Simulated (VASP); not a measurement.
NaMg3O4:

```xyz
8
Lattice="4.3538 0.0000 0.0000 0.0000 4.3538 0.0000 0.0000 0.0000 4.3538" Properties=species:S:1:pos:R:3 pbc="T T T"
Mg    2.1769    2.1769    0.0000
Mg    2.1769    0.0000    2.1769
Mg    0.0000    2.1769    2.1769
Na    0.0000    0.0000    0.0000
O     0.0000    2.1769    0.0000
O     0.0000    0.0000    2.1769
O     2.1769    2.1769    2.1769
O     2.1769    0.0000    0.0000
```

The cell comes from a database or a generator and needn't be the stable form of this composition.

* Program: VASP 6.6.1
* Task: relaxation of cell and atoms
* Functional: revPBE
* Dispersion: D3(BJ)
* Potentials or basis: VASP PAW PBE potentials, release 64 (Mg, Na_pv, O)
* Cutoff: 600 eV
* k mesh: 6 × 6 × 6
* Occupations: fermi-dirac, width 0.02 eV
* Spin: no spin polarisation

At the start: pressure -6.2 GPa; volume 10.32 Å³/atom.

**Question.** How do energy, volume and symmetry change on relaxing?

**Answer.** Over 3 steps the energy falls by 10.8 meV/atom and the volume is 9.78 Å³/atom (-5.2 %); space group Pm-3m (No. 221, to 0.05 Å).

The path:
```tsv
step	energy change (eV)	largest force (eV/Å)	pressure (GPa)	volume (Å³)
1	0.0000	0.0000	-6.19	82.53
2	-0.0858	0.0000	0.69	77.86
3	-0.0867	0.0000	0.05	78.25
```

Final structure:
```
CELL_PARAMETERS angstrom
4.27731 0.00000 0.00000
0.00000 4.27731 0.00000
0.00000 0.00000 4.27731
ATOMIC_POSITIONS crystal
Mg 0.50000 0.50000 0.00000
Mg 0.50000 0.00000 0.50000
Mg 0.00000 0.50000 0.50000
Na 0.00000 0.00000 0.00000
O 0.00000 0.50000 0.00000
O 0.00000 0.00000 0.50000
O 0.50000 0.50000 0.50000
O 0.50000 0.00000 0.00000
```

Caveat: the PAW data sets were made with another functional, which shifts forces and pressure a little; an odd number of electrons without spin polarisation forces a metal; a magnetic or distorted state may lie lower; pairwise dispersion overbinds metals, which lowers pressure and volume.
